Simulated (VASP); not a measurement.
# PtSe2: relaxation of the atoms with PBE+D3(BJ)

Crystal: PtSe2.

```
CELL_PARAMETERS angstrom
3.72400 0.00000 0.00000
-1.86200 3.22508 0.00000
0.00000 0.00000 5.31510
ATOMIC_POSITIONS crystal
Pt 0.00000 0.00000 0.00000
Se 0.33333 0.66667 0.23810
Se 0.66667 0.33333 0.76190
```

```json
{
 "Program": "VASP 6.6.1",
 "Task": "relaxation of the atoms",
 "Functional": "PBE",
 "Dispersion": "D3(BJ)",
 "Potentials or basis": "VASP PAW PBE potentials, release 64 (Pt, Se)",
 "Cutoff": "520 eV",
 "k mesh": "10 × 10 × 8",
 "Occupations": "gaussian, width 0.05 eV",
 "Spin": "no spin polarisation",
 "Further INCAR settings": "ALGO = Normal; EDIFF = 1e-06; IBRION = 2; EDIFFG = -0.005; NSW = 40"
}
```

```
Energy gained by relaxing    : 11.2 meV/atom
Ionic steps                  : 16
Pressure after relaxing      : -0.7 GPa
Largest force after relaxing : 0.005 eV/Å
Band gap on the k mesh       : none (metal or under the smearing width)
Dispersion energy per atom   : -0.453 eV
```

Forces on the atoms (eV/Å):
```
Pt   0.000  0.000  0.000
Se   0.000  0.000  0.005
Se   0.000  0.000 -0.005
```

Stress tensor (GPa, compression positive):
```
 0.03  0.00  0.00
 0.00  0.03  0.00
 0.00  0.00 -2.27
```

Step by step:
| step | energy change (eV) | largest force (eV/Å) | pressure (GPa) |
| --- | --- | --- | --- |
| 1 | 0.0000 | 0.6348 | 2.63 |
| 2 | -0.0274 | 0.2660 | 0.67 |
| 3 | -0.0336 | 0.0061 | -0.77 |
| 4 | -0.0336 | 0.0056 | -0.73 |
| 5 | -0.0336 | 0.0058 | -0.73 |
| 6 | -0.0336 | 0.0057 | -0.73 |
| 7 | -0.0336 | 0.0058 | -0.73 |
| 8 | -0.0336 | 0.0058 | -0.73 |
| 9 | -0.0336 | 0.0058 | -0.73 |
| 10 | -0.0336 | 0.0058 | -0.73 |
| 11 | -0.0336 | 0.0058 | -0.73 |
| 12 | -0.0336 | 0.0057 | -0.73 |
| 13 | -0.0336 | 0.0056 | -0.73 |
| 14 | -0.0336 | 0.0054 | -0.73 |
| 15 | -0.0336 | 0.0051 | -0.73 |
| 16 | -0.0336 | 0.0048 | -0.73 |

Final structure:
```
CELL_PARAMETERS angstrom
3.72400 0.00000 0.00000
-1.86200 3.22508 0.00000
0.00000 0.00000 5.31510
ATOMIC_POSITIONS crystal
Pt 0.00000 0.00000 0.00000
Se 0.33333 0.66667 0.24821
Se 0.66667 0.33333 0.75179
```

Levels at points of the mesh, in eV from the Fermi level:
```
           k point  band 8  band 9  band 10  band 11  band 12  band 13  band 14  band 15
(0.00, 0.00, 0.00)   -2.60   -0.95    -0.95     0.21     1.52     1.52     3.92     4.01
(0.50, 0.00, 0.00)   -3.29   -3.25    -3.17    -2.88     0.71     2.14     4.65     5.68
(0.00, 0.00, 0.50)   -2.87   -1.80    -1.28    -1.28     2.16     2.16     4.80     6.09
(0.50, 0.00, 0.50)   -3.30   -3.04    -2.62    -1.51     1.06     1.51     4.19     4.80
```

Run time: 2.8 min on 2 MPI ranks on AMD EPYC 7R13 Processor (Zen 3), with other jobs on the host, peak memory 0.23 GiB a rank.

Caveat: pairwise dispersion overbinds metals, which lowers pressure and volume. Spin-orbit coupling is left out, which matters for the levels of Pt.
